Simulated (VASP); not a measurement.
Input:

```xyz
2
Lattice="0.0000 3.5069 3.5069 3.5069 0.0000 3.5069 3.5069 3.5069 0.0000" Properties=species:S:1:pos:R:3 pbc="T T T"
K      0.0000     0.0000     0.0000
I      3.5069     3.5069     3.5069
```

Method: r2SCAN+rVV10, VASP's PBE PAW potentials (set 64) (plane waves; VASP). Settings: 520 eV cut-off, 7×7×7 Γ-centred mesh, tetrahedra with Blöchl corrections, potentials K_sv I.

Unless said otherwise, spin-orbit coupling is left out, though it shifts the bands of the heavy elements here.

Question: What does the run give for the energy per atom (σ→0), band gap (over mesh and band path) with the smallest direct gap where there is one?

Answer: 
The band gap (over mesh and band path) is 4.57 eV and the smallest direct gap (over mesh and band path) is 4.57 eV. The energy per atom (σ→0) is -16.719 eV/atom.

Total energies compare only between runs with the same potentials, cut-off and functional.

The compound is KI in the rock salt structure. It was relaxed first.
